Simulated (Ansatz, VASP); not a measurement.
**Cu2Pd: VASP beside Ansatz**

One calculation is typed for both programs; each brings its own data sets. How far apart do they land? The cell is generated by rule, not measured, and may not be a known phase. The cell is taken from a series of runs on this material, whose earlier steps may have relaxed, scaled, displaced or heated it; both programs get it as it stands.

Program: Ansatz 0.2.0. Level of theory: plane waves, with VASP 6.6.1 beside it; zone-centre phonons at PBEsol. Results are calculated unless marked as measured.

The structure was built from a prototype and need not be the compound's stable phase.

### Step 1. The starting structure

The structure is trigonal, space group P-3m1 (No. 164). The conventional cell has a = 4.098 Å, b = 4.098 Å, c = 2.593 Å, α = 90.00°, β = 90.00°, γ = 120.00°. Nearest to Cu lie 5 Cu at 2.41 to 2.59 Å and 6 Pd at 2.59 to 2.82 Å. Nearest to Pd lie 12 Cu at 2.59 to 2.82 Å and 2 Pd at 2.59 Å. Farther neighbours are not listed.

As a file:

```cif
data_structure
_symmetry_space_group_name_H-M 'P-3m1'
_symmetry_Int_Tables_number 164
_cell_length_a 4.0981
_cell_length_b 4.0981
_cell_length_c 2.5932
_cell_angle_alpha 90.000
_cell_angle_beta 90.000
_cell_angle_gamma 120.000
_cell_volume 37.72
loop_
_atom_site_label
_atom_site_type_symbol
_atom_site_symmetry_multiplicity
_atom_site_Wyckoff_symbol
_atom_site_fract_x
_atom_site_fract_y
_atom_site_fract_z
_atom_site_occupancy
Cu1 Cu 2 d 0.33333 0.66667 0.59162 1
Pd1 Pd 1 a 0.00000 0.00000 0.00000 1
```

### Step 2. VASP: zone-centre phonons, PBEsol

Second derivatives magnify differences that forces hide, and they need a tight electronic threshold.

Lines of VASP's logs that name or quote its potential files are left out, and so is its time.

Contents of INCAR:

```
SYSTEM = Cu2Pd
PREC = Accurate
ENCUT = 600
EDIFF = 1E-08
NELM = 120
ISMEAR = 1
SIGMA = 0.2
LREAL = .FALSE.
ALGO = Normal
GGA = PS
NBANDS = 22
LASPH = .TRUE.
LORBIT = 11
LWAVE = .FALSE.
LCHARG = .FALSE.
ISIF = 2
IBRION = 8
GGA_COMPAT = .FALSE.
KPAR = 2
```

Contents of POSCAR:

```
Cu2Pd
1.0
    4.0980851676      0.0000000000      0.0000000000
   -2.0490425838      3.5490458620      0.0000000000
    0.0000000000      0.0000000000      2.5932032581
Cu Pd
2 1
Direct
    0.3333333333      0.6666666667      0.5916217434
    0.6666666667      0.3333333333      0.4083782566
    0.0000000000      0.0000000000      0.0000000000
```

Contents of KPOINTS:

```
Automatic mesh
0
Gamma
12 12 16
0 0 0
```

The projector-augmented-wave data sets are Cu and Pd (PBE family, release 64).

Run with:

```sh
$ mpirun -np 2 vasp_std
```

Numbers of over 12 decimals in the logs are rounded to 6 here.

What it wrote:

```text
[banner, memory and clock lines left out]
running    2 mpi-ranks, on    1 nodes
 distrk:  each k-point on    1 cores,    2 groups
 distr:  one band on    1 cores,    1 groups

 POSCAR found type information on POSCAR CuPd
 POSCAR found :  2 types and       3 ions
|                                                                             |
|               ----> ADVICE to this user running VASP <----                  |
|                                                                             |
|     You enforced a specific xc type in the INCAR file but a different       |
|     [... a line on the potential file left out ...]
|     I HOPE YOU KNOW WHAT YOU ARE DOING!                                     |
|                                                                             |

 LDA part: xc-table for (Slater+PW92), standard interpolation
 POSCAR, INCAR and KPOINTS ok, starting setup
 FFT: planning ... GRIDC
 FFT: planning ... GRID_SOFT
 FFT: planning ... GRID
 WAVECAR not read
 entering main loop
       N       E                     dE             d eps       ncg     rms          rms(c)
DAV:   1     0.235183206042E+03    0.23518E+03   -0.16172E+04 11900   0.254E+03
DAV:   2    -0.169262154151E+01   -0.23688E+03   -0.22087E+03 11298   0.388E+02
DAV:   3    -0.171476398450E+02   -0.15455E+02   -0.13977E+02 13036   0.128E+02
DAV:   4    -0.174787258469E+02   -0.33109E+00   -0.33058E+00 16134   0.178E+01
DAV:   5    -0.174852085100E+02   -0.64827E-02   -0.64823E-02 15576   0.205E+00    0.171E+01
DAV:   6    -0.183503553830E+02   -0.86515E+00   -0.32931E+01 12886   0.204E+02    0.133E+01
DAV:   7    -0.148282930223E+02    0.35221E+01   -0.95212E+00 15036   0.105E+02    0.308E+00
DAV:   8    -0.147300799183E+02    0.98213E-01   -0.69737E-01 13536   0.988E+00    0.178E+00
DAV:   9    -0.147175438904E+02    0.12536E-01   -0.41222E-02 13718   0.259E+00    0.658E-01
DAV:  10    -0.147136509705E+02    0.38929E-02   -0.16113E-02 15742   0.334E+00    0.116E-01
DAV:  11    -0.147136574511E+02   -0.64806E-05   -0.12705E-03 18144   0.645E-01    0.850E-02
DAV:  12    -0.147135636101E+02    0.93841E-04   -0.27479E-04 16058   0.716E-01    0.128E-02
DAV:  13    -0.147135664251E+02   -0.28150E-05   -0.19717E-05 12570   0.376E-02    0.343E-03
DAV:  14    -0.147135660078E+02    0.41733E-06   -0.92643E-07 17930   0.297E-02    0.125E-03
DAV:  15    -0.147135658779E+02    0.12992E-06   -0.94557E-08 17232   0.711E-03    0.562E-04
DAV:  16    -0.147135658995E+02   -0.21665E-07   -0.13015E-08  7378   0.140E-03    0.145E-04
DAV:  17    -0.147135659101E+02   -0.10630E-07   -0.15413E-09  6714   0.890E-04    0.847E-05
DAV:  18    -0.147135659020E+02    0.81136E-08   -0.49571E-10  6408   0.571E-04
   1 F= -.14713566E+02 E0= -.14713128E+02  d E =-.131503E-02
 Linear response reoptimize wavefunctions to high precision
DAV:   1    -0.147135659023E+02   -0.23329E-09   -0.16837E-10  6612   0.192E-04
DAV:   2    -0.147135659022E+02    0.25011E-10   -0.74370E-11  6324   0.117E-04
 Linear response DOF=           4
 Linear response progress:
  Degree of freedom:   1/  4
       N       E                     dE             d eps       ncg     rms          rms(c)
RMM:   1    -0.245312162006E+00   -0.24531E+00   -0.11040E-01 70253   0.431E+00
RMM:   2    -0.243889257758E+00    0.14229E-02   -0.11350E-02 64396   0.165E+00    0.111E-01
RMM:   3    -0.244407165070E+00   -0.51791E-03   -0.14186E-03 79444   0.340E-01    0.771E-02
RMM:   4    -0.245008254215E+00   -0.60109E-03   -0.32473E-04 80835   0.138E-01    0.227E-02
RMM:   5    -0.244817442624E+00    0.19081E-03   -0.26746E-05 81303   0.351E-02    0.476E-03
RMM:   6    -0.244812449849E+00    0.49928E-05   -0.95848E-07 85281   0.758E-03    0.132E-03
RMM:   7    -0.244804200935E+00    0.82489E-05   -0.85008E-08 85895   0.214E-03    0.520E-04
RMM:   8    -0.244801008561E+00    0.31924E-05   -0.39668E-09 89435   0.845E-04    0.316E-04
RMM:   9    -0.244799909887E+00    0.10987E-05   -0.70816E-10 71388   0.485E-04    0.197E-04
RMM:  10    -0.244798046861E+00    0.18630E-05   -0.53359E-10 81172   0.294E-04    0.411E-05
RMM:  11    -0.244798090994E+00   -0.44132E-07    0.71421E-10 73663   0.173E-04    0.282E-05
RMM:  12    -0.244798201861E+00   -0.11087E-06   -0.11236E-09 82088   0.113E-04    0.180E-05
RMM:  13    -0.244798107805E+00    0.94057E-07   -0.46238E-10 99455   0.538E-05    0.996E-06
RMM:  14    -0.244798033809E+00    0.73996E-07   -0.57517E-10 85272   0.279E-05    0.592E-06
RMM:  15    -0.244798097087E+00   -0.63278E-07   -0.61958E-10 88231   0.236E-05    0.175E-06
RMM:  16    -0.244798091535E+00    0.55518E-08   -0.62728E-10 71559   0.204E-05    0.245E-07
 first order change of Fermi-energy  -0.12402E-05
 force on displaced ion       1 direction 1 :  -8.583   0.000   0.000
 Linear response progress:
  Degree of freedom:   2/  4
       N       E                     dE             d eps       ncg     rms          rms(c)
RMM:   1    -0.233884520594E+00   -0.23388E+00   -0.10348E-01 15473   0.415E+00
RMM:   2    -0.234444537110E+00   -0.56002E-03   -0.11634E-02 14331   0.143E+00    0.103E-01
RMM:   3    -0.234377093051E+00    0.67444E-04   -0.99105E-04 17344   0.293E-01    0.710E-02
RMM:   4    -0.234251274038E+00    0.12582E-03   -0.21631E-04 13675   0.198E-01    0.503E-02
RMM:   5    -0.234239520163E+00    0.11754E-04   -0.18211E-04 14546   0.178E-01    0.874E-03
RMM:   6    -0.234250341560E+00   -0.10821E-04   -0.66278E-05 17514   0.656E-02    0.901E-03
RMM:   7    -0.234240165875E+00    0.10176E-04   -0.27957E-06 15720   0.164E-02    0.514E-03
RMM:   8    -0.234216562285E+00    0.23604E-04   -0.13342E-06 17362   0.109E-02    0.261E-03
RMM:   9    -0.234200825490E+00    0.15737E-04   -0.27955E-07 16400   0.449E-03    0.321E-04
RMM:  10    -0.234200621041E+00    0.20445E-06   -0.95051E-08 18497   0.206E-03    0.523E-04
RMM:  11    -0.234195996796E+00    0.46242E-05   -0.68749E-09 17949   0.821E-04    0.536E-05
RMM:  12    -0.234195508050E+00    0.48875E-06   -0.36917E-09 19225   0.213E-04    0.425E-05
RMM:  13    -0.234195315040E+00    0.19301E-06   -0.11672E-09 19378   0.105E-04    0.106E-05
RMM:  14    -0.234195384907E+00   -0.69868E-07   -0.15877E-09 19030   0.541E-05    0.145E-05
RMM:  15    -0.234195325583E+00    0.59324E-07   -0.13669E-09 18626   0.408E-05    0.160E-06
RMM:  16    -0.234195335973E+00   -0.10390E-07   -0.15479E-09 19858   0.252E-05    0.692E-07
RMM:  17    -0.234195333077E+00    0.28967E-08   -0.14917E-09 17987   0.206E-05    0.260E-07
 first order change of Fermi-energy  -0.25601E-01
 force on displaced ion       1 direction 3 :  -0.000  -0.000  -1.269
 Linear response progress:
  Degree of freedom:   3/  4
       N       E                     dE             d eps       ncg     rms          rms(c)
RMM:   1    -0.262825579252E+00   -0.26283E+00   -0.24318E-01 50016   0.381E+00
RMM:   2    -0.260996993352E+00    0.18286E-02   -0.10440E-02 37508   0.151E+00    0.836E-02
RMM:   3    -0.262419713687E+00   -0.14227E-02   -0.81270E-03 47617   0.581E-01    0.692E-02
RMM:   4    -0.262749890323E+00   -0.33018E-03   -0.58889E-04 44716   0.161E-01    0.577E-02
RMM:   5    -0.263618963689E+00   -0.86907E-03   -0.39531E-04 45914   0.125E-01    0.245E-02
RMM:   6    -0.263440008215E+00    0.17896E-03   -0.26433E-05 44338   0.369E-02    0.107E-02
RMM:   7    -0.263362873813E+00    0.77134E-04   -0.51311E-06 48079   0.152E-02    0.413E-03
RMM:   8    -0.263338489491E+00    0.24384E-04   -0.10973E-06 52092   0.682E-03    0.166E-03
RMM:   9    -0.263314458729E+00    0.24031E-04   -0.21171E-07 51504   0.289E-03    0.394E-04
RMM:  10    -0.263317735918E+00   -0.32772E-05   -0.12262E-08 46826   0.827E-04    0.122E-04
RMM:  11    -0.263318202820E+00   -0.46690E-06   -0.33172E-09 49605   0.259E-04    0.762E-05
RMM:  12    -0.263319085324E+00   -0.88250E-06   -0.26276E-09 49694   0.173E-04    0.132E-05
RMM:  13    -0.263319063962E+00    0.21362E-07   -0.33696E-09 47823   0.700E-05    0.955E-06
RMM:  14    -0.263318997905E+00    0.66056E-07   -0.31906E-09 49397   0.423E-05    0.558E-06
RMM:  15    -0.263318929978E+00    0.67928E-07   -0.33308E-09 51301   0.418E-05    0.269E-07
RMM:  16    -0.263318928766E+00    0.12116E-08   -0.32253E-09 45887   0.362E-05    0.130E-07
 first order change of Fermi-energy  -0.34953E-05
 force on displaced ion       3 direction 1 :  -7.390   0.000   0.000
 Linear response progress:
  Degree of freedom:   4/  4
       N       E                     dE             d eps       ncg     rms          rms(c)
RMM:   1    -0.239592598285E+00   -0.23959E+00   -0.24079E-01 19824   0.346E+00
RMM:   2    -0.238739853945E+00    0.85274E-03   -0.11875E-02 15638   0.130E+00    0.738E-02
RMM:   3    -0.239322984562E+00   -0.58313E-03   -0.55570E-03 18646   0.479E-01    0.621E-02
RMM:   4    -0.239415071812E+00   -0.92087E-04   -0.40742E-04 17554   0.140E-01    0.549E-02
RMM:   5    -0.239399223934E+00    0.15848E-04   -0.35837E-05 16129   0.596E-02    0.448E-02
RMM:   6    -0.239580947419E+00   -0.18172E-03   -0.49286E-04 23423   0.126E-01    0.265E-02
RMM:   7    -0.239522306686E+00    0.58641E-04   -0.83792E-06 17423   0.231E-02    0.178E-02
RMM:   8    -0.239412740915E+00    0.10957E-03   -0.31924E-05 20049   0.308E-02    0.718E-04
RMM:   9    -0.239409521539E+00    0.32194E-05   -0.82356E-07 18886   0.740E-03    0.104E-03
RMM:  10    -0.239410970800E+00   -0.14493E-05   -0.85859E-08 18102   0.213E-03    0.929E-04
RMM:  11    -0.239417765390E+00   -0.67946E-05   -0.25867E-08 18412   0.110E-03    0.259E-04
RMM:  12    -0.239418644758E+00   -0.87937E-06   -0.36910E-09 19861   0.502E-04    0.574E-05
RMM:  13    -0.239418978811E+00   -0.33405E-06   -0.10485E-09 20442   0.178E-04    0.128E-05
RMM:  14    -0.239419179533E+00   -0.20072E-06    0.20809E-10 20151   0.964E-05    0.232E-05
RMM:  15    -0.239419086745E+00    0.92788E-07   -0.57361E-11 18573   0.648E-05    0.928E-06
RMM:  16    -0.239419042555E+00    0.44189E-07   -0.11738E-11 19847   0.478E-05    0.396E-06
RMM:  17    -0.239419008325E+00    0.34231E-07    0.23296E-11 21420   0.422E-05    0.366E-07
RMM:  18    -0.239419007874E+00    0.45030E-09    0.59877E-11 17962   0.379E-05    0.152E-07
 first order change of Fermi-energy  -0.35927E-03
 force on displaced ion       3 direction 3 :   0.000   0.000  -3.050
 Linear response finished
```

OUTCAR, selected parts (step 2):

```text
ion  position               nearest neighbor table
   1  0.333  0.667  0.592-   2 2.41   2 2.41   2 2.41   3 2.59   3 2.59   3 2.59   3 2.82   3 2.82
                             3 2.82
   2  0.667  0.333  0.408-   1 2.41   1 2.41   1 2.41   3 2.59   3 2.59   3 2.59   3 2.82   3 2.82
                             3 2.82
   3  0.000  0.000  0.000-   1 2.59   2 2.59   1 2.59   2 2.59   2 2.59   1 2.59   1 2.82   2 2.82
                             2 2.82   1 2.82   1 2.82   2 2.82

  LATTYP: Found a hexagonal cell.
 ALAT       =     4.0980851676
 C/A-ratio  =     0.6327841302

 Subroutine GETGRP returns: Found 12 space group operations
 (whereof 12 operations were pure point group operations)

The static configuration has the point symmetry D_3d.

 Found    255 irreducible k-points:

   k-points           NKPTS =    255   k-points in BZ     NKDIM =    255   number of bands    NBANDS=     22

   dimension x,y,z NGX =    36 NGY =   36 NGZ =   24
   dimension x,y,z NGXF=    72 NGYF=   72 NGZF=   48

   ENCUT  =  600.0 eV  44.10 Ry    6.64 a.u.   8.18  8.18  5.18*2*pi/ulx,y,z

   NELECT =      32.0000    total number of electrons

 k-points in reciprocal lattice and weights: Automatic mesh
   0.00000000  0.00000000  0.00000000       0.000
   0.08333333 -0.00000000  0.00000000       0.003
   0.16666667 -0.00000000  0.00000000       0.003
   0.25000000  0.00000000  0.00000000       0.003
   0.33333333 -0.00000000  0.00000000       0.003
   0.41666667  0.00000000  0.00000000       0.003
   0.50000000  0.00000000  0.00000000       0.001
   0.08333333  0.08333333  0.00000000       0.003
   0.16666667  0.08333333  0.00000000       0.005
[...]
0.33333333  0.25000000  0.50000000       0.005
   0.33333333  0.33333333  0.50000000       0.001

 average (electrostatic) potential at core
       1 -62.2422       2 -62.2422       3 -71.7536

  Total        0.0986377      0.0986377      0.0640317     -0.0000000     -0.0000000      0.0000000
  in kB        4.1901010      4.1901010      2.7200467     -0.0000000     -0.0000000      0.0000000
  external PRESSURE =       3.7000829 kB  Pullay stress =       0.0000000 kB

  energy-cutoff  :      600.00
  volume of cell :       37.72
      direct lattice vectors                 reciprocal lattice vectors
     4.098085168  0.000000000  0.000000000     0.244016403  0.140882936  0.000000000
    -2.049042584  3.549045862  0.000000000     0.000000000  0.281765871  0.000000000
     0.000000000  0.000000000  2.593203258     0.000000000  0.000000000  0.385623455

 POSITION                                       TOTAL-FORCE (eV/Angst)
 -----------------------------------------------------------------------------------
     -0.00000      2.36603      1.53420         0.000000     -0.000000      0.004161
      2.04904      1.18302      1.05901        -0.000000      0.000000     -0.004161
      0.00000      0.00000      0.00000         0.000000      0.000000      0.000000
 -----------------------------------------------------------------------------------
    total drift:                                0.000000      0.000000      0.000000

 Eigenvectors and eigenvalues of the dynamical matrix
 ----------------------------------------------------

   1 f  =    7.193948 THz    45.200907 2PiTHz  239.964270 cm-1    29.751764 meV
             X         Y         Z           dx          dy          dz
     -0.000000  2.366031  1.534195    -0.707107   -0.000010    0.000000
      2.049043  1.183015  1.059008     0.707107    0.000010   -0.000000
      0.000000  0.000000  0.000000     0.000000   -0.000000   -0.000000

   2 f  =    7.193948 THz    45.200907 2PiTHz  239.964270 cm-1    29.751764 meV
             X         Y         Z           dx          dy          dz
     -0.000000  2.366031  1.534195    -0.000010    0.707107   -0.000000
      2.049043  1.183015  1.059008     0.000010   -0.707107    0.000000
      0.000000  0.000000  0.000000     0.000000    0.000000    0.000000

   3 f  =    5.589359 THz    35.118980 2PiTHz  186.440958 cm-1    23.115722 meV
             X         Y         Z           dx          dy          dz
     -0.000000  2.366031  1.534195    -0.477885   -0.000016   -0.000000
      2.049043  1.183015  1.059008    -0.477885   -0.000016    0.000000
      0.000000  0.000000  0.000000     0.737056    0.000025    0.000000

   4 f  =    5.589359 THz    35.118980 2PiTHz  186.440958 cm-1    23.115722 meV
             X         Y         Z           dx          dy          dz
     -0.000000  2.366031  1.534195     0.000016   -0.477885   -0.000000
      2.049043  1.183015  1.059008     0.000016   -0.477885   -0.000000
      0.000000  0.000000  0.000000    -0.000025    0.737056    0.000000

   5 f  =    3.583555 THz    22.516140 2PiTHz  119.534528 cm-1    14.820386 meV
             X         Y         Z           dx          dy          dz
     -0.000000  2.366031  1.534195    -0.000000    0.000000   -0.476749
      2.049043  1.183015  1.059008    -0.000000    0.000000   -0.476749
      0.000000  0.000000  0.000000     0.000000    0.000000    0.738526

   6 f  =    1.980453 THz    12.443555 2PiTHz   66.060810 cm-1     8.190493 meV
             X         Y         Z           dx          dy          dz
     -0.000000  2.366031  1.534195    -0.000000   -0.000000    0.707107
      2.049043  1.183015  1.059008    -0.000000   -0.000000   -0.707107
      0.000000  0.000000  0.000000     0.000000   -0.000000    0.000000

   7 f/i=    0.004164 THz     0.026162 2PiTHz    0.138890 cm-1     0.017220 meV
             X         Y         Z           dx          dy          dz
     -0.000000  2.366031  1.534195     0.000000    0.000000   -0.522217
      2.049043  1.183015  1.059008     0.000000    0.000000   -0.522217
      0.000000  0.000000  0.000000     0.000000    0.000000   -0.674225

   8 f/i=    0.005679 THz     0.035680 2PiTHz    0.189420 cm-1     0.023485 meV
             X         Y         Z           dx          dy          dz
     -0.000000  2.366031  1.534195     0.519201    0.045337    0.000000
      2.049043  1.183015  1.059008     0.519201    0.045337    0.000000
      0.000000  0.000000  0.000000     0.673270    0.058791    0.000000

   9 f/i=    0.005679 THz     0.035680 2PiTHz    0.189420 cm-1     0.023485 meV
             X         Y         Z           dx          dy          dz
     -0.000000  2.366031  1.534195    -0.045337    0.519201    0.000000
      2.049043  1.183015  1.059008    -0.045337    0.519201    0.000000
      0.000000  0.000000  0.000000    -0.058791    0.673270    0.000000

 ELASTIC MODULI CONTR FROM IONIC RELAXATION (kBar)
 Direction    XX          YY          ZZ          XY          YZ          ZX
 --------------------------------------------------------------------------------
 XX         -10.5970     -3.0919     12.8269     -0.0000      1.3900      0.0000
 YY          -3.0919    -10.5970     12.8269     -0.0000     -1.3900      0.0000
 ZZ          12.8269     12.8269    -24.0383      0.0000     -0.0000     -0.0000
 XY          -0.0000     -0.0000      0.0000     -3.7526     -0.0000      0.9040
 YZ           1.3900     -1.3900     -0.0000     -0.0000     -0.5149      0.0000
 ZX           0.0000      0.0000     -0.0000      0.9040      0.0000     -0.2178
 --------------------------------------------------------------------------------
```

[end of part 1 of 2]

[Lines on the potential files, build, host, timing and source positions are cut from VASP's logs without a mark.]

[Logs are printed without paths, hosts, clocks, repeated set-up lines and the standing remarks that a program may print on its own settings, such as how far it seeks lower states.]

[Hosts, paths, dates, database ids (printed as entryN), source tags and the programs' standing remarks are cut or masked in the printed files.]
